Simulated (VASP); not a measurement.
OSZICAR of a VASP run on Hf (hcp):

File OSZICAR:
```
       N       E                     dE             d eps       ncg     rms          rms(c)
DAV:   1    -0.316213877572E+02   -0.31621E+02   -0.10645E+04  3836   0.116E+03
DAV:   2    -0.940856337935E+02   -0.62464E+02   -0.61175E+02  4752   0.250E+02
DAV:   3    -0.959669964070E+02   -0.18814E+01   -0.18561E+01  5082   0.303E+01
DAV:   4    -0.959849957163E+02   -0.17999E-01   -0.17969E-01  4424   0.376E+00
DAV:   5    -0.959853118286E+02   -0.31611E-03   -0.31607E-03  5290   0.397E-01    0.716E+01
DAV:   6    -0.908787525866E+02    0.51066E+01   -0.87048E-01  3906   0.929E+00    0.408E+01
DAV:   7    -0.883139210976E+02    0.25648E+01   -0.21204E+00  4116   0.111E+01    0.584E+00
DAV:   8    -0.912433404059E+02   -0.29294E+01   -0.15099E+00  3996   0.921E+00    0.115E+01
DAV:   9    -0.903493529215E+02    0.89399E+00   -0.28232E-01  3810   0.628E+00    0.276E+00
DAV:  10    -0.906414700805E+02   -0.29212E+00   -0.20860E-01  3834   0.547E+00    0.339E+00
DAV:  11    -0.902898884689E+02    0.35158E+00   -0.12903E-01  3798   0.424E+00    0.115E+00
DAV:  12    -0.902945173878E+02   -0.46289E-02   -0.33922E-03  5040   0.555E-01    0.668E-01
DAV:  13    -0.903039689006E+02   -0.94515E-02   -0.20260E-02  3864   0.151E+00    0.271E-01
DAV:  14    -0.903036268506E+02    0.34205E-03   -0.27341E-04  5020   0.144E-01    0.252E-01
DAV:  15    -0.903035271060E+02    0.99745E-04   -0.25382E-05  4014   0.392E-02    0.227E-01
DAV:  16    -0.903038208412E+02   -0.29374E-03   -0.37468E-04  3930   0.211E-01    0.174E-01
DAV:  17    -0.903038356347E+02   -0.14793E-04   -0.21339E-04  4074   0.113E-01    0.155E-01
DAV:  18    -0.903037924253E+02    0.43209E-04   -0.10517E-05  2460   0.315E-02    0.992E-02
DAV:  19    -0.903038219162E+02   -0.29491E-04   -0.62684E-05  3978   0.705E-02    0.110E-01
DAV:  20    -0.903038188825E+02    0.30336E-05   -0.46372E-06  2106   0.183E-02
   1 F= -.90303819E+02 E0= -.90303947E+02  d E =-.903038E+02
```

### Question
Which electronic solver shows in the log?

### Answer
It is blocked Davidson (ALGO = Normal, or the opening steps of other solvers). The INCAR had ALGO = Normal.

### Question
Can the final energy be trusted as converged?

### Answer
Self-consistency was reached. It stopped with EDIFF = 1E-5, NELM = 100, NSW = 20 and EDIFFG = -0.03 after 1 ionic step (r2SCAN meta-GGA, plane waves, VASP's PBE PAW potentials (set 64)).

The compound is Hf in the hcp structure. It was relaxed first.
